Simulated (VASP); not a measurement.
```
CELL_PARAMETERS angstrom
      0.00000     3.15521     3.15521
      3.15521     0.00000     3.15521
      3.15521     3.15521     0.00000
ATOMIC_POSITIONS crystal
  Cd 0.00000 0.00000 0.00000
  Se 0.25000 0.25000 0.25000
```

These are vdW-DF2, VASP's PBE PAW potentials (set 64) (plane waves; VASP) values and carry that method's errors. Run with 520 eV cut-off, 10×10×10 Γ-centred mesh, first-order Methfessel-Paxton smearing of 0.10 eV, potentials Cd Se.

Task: Predict the energy per atom (σ→0), pressure, band gap (on the k-mesh) with the smallest direct gap where there is one.

Result: 
```
Item                                          Value
-----------------------------------  --------------
band gap (on the k-mesh)                    0.11 eV
smallest direct gap (on the k-mesh)         0.11 eV
energy per atom (σ→0)                -0.118 eV/atom
pressure                                   1.20 GPa
```

The compound is CdSe in the zinc blende structure, whereas wurtzite is the usual form. This cell is one point of a volume scan, at 0.97 of the reference volume.
